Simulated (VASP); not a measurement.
Energy against volume of PbS (rock salt). Level of theory: optB86b-vdW, VASP's PBE PAW potentials (set 64) (plane waves; VASP).

```csv
V (Å³/atom),E (eV/atom)
24.769,-2.12177
25.559,-2.13694
26.350,-2.14204
27.140,-2.13853
27.931,-2.12768
```

Q: Fit a third-order Birch-Murnaghan equation of state.

A: 
- volume per atom = 26.40 Å³/atom
- bulk modulus = 57.5 GPa
- pressure derivative of the bulk modulus = 4.29
- lattice constant a = 5.955 Å

Measured: a 5.914 Å at 120 K (computed value off by +0.7 %), as given by Noda, Masumoto, Ohba, Saito, Toriumi, Iwata, Shibuya, Acta Cryst. C 43, 1443 (1987), by a structure database's card. The calculation is for a static lattice, while the measured a holds thermal and zero-point effects, which are part of the difference.

The compound is PbS in the rock salt structure. It was relaxed first.
